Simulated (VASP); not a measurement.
OSZICAR of a VASP run on BSi64:

### OSZICAR
```
       N       E                     dE             d eps       ncg     rms          rms(c)
DAV:   1    -0.395094210308E+03   -0.39509E+03   -0.12683E+01   326   0.808E+00    0.195E+01
DAV:   2    -0.395193335170E+03   -0.99125E-01   -0.31324E-01   361   0.121E+00    0.127E+01
DAV:   3    -0.395180575104E+03    0.12760E-01   -0.13323E-02   364   0.210E-01    0.754E+00
DAV:   4    -0.395174233655E+03    0.63414E-02   -0.20909E-03   353   0.947E-02    0.436E+00
DAV:   5    -0.395172002453E+03    0.22312E-02   -0.69868E-04   345   0.542E-02    0.250E+00
DAV:   6    -0.395171235234E+03    0.76722E-03   -0.23006E-04   353   0.313E-02    0.142E+00
DAV:   7    -0.395170987204E+03    0.24803E-03   -0.85279E-05   345   0.190E-02    0.808E-01
DAV:   8    -0.395170907359E+03    0.79845E-04   -0.31015E-05   249   0.115E-02    0.462E-01
DAV:   9    -0.395170886430E+03    0.20928E-04   -0.12254E-05   185   0.748E-03    0.262E-01
DAV:  10    -0.395170882507E+03    0.39237E-05   -0.49527E-06   185   0.472E-03
   1 F= -.39517088E+03 E0= -.39517088E+03  d E =-.162066E-10
```

### Question
Which electronic solver shows in the log?

### Answer
It is blocked Davidson (ALGO = Normal, or the opening steps of other solvers). The INCAR had ALGO = Normal.

### Question
Can the final energy be trusted as converged?

### Answer
The run converged. It stopped with EDIFF = 1E-5, NELM = 50 (HSE06 screened hybrid, plane waves, VASP's PBE PAW potentials (set 64)).  The cell is charged, with a uniform compensating background. The supercell is sampled at Γ alone, which is coarse: total energies, pressure and levels can be off, energies of defects by several tenths of an eV.

The cell is a supercell with a defect, built from Si (diamond): B_i, charge -1. The cell's shape comes from a PBE relaxation. The run is not spin-polarised, so no state with unpaired spins was tried.
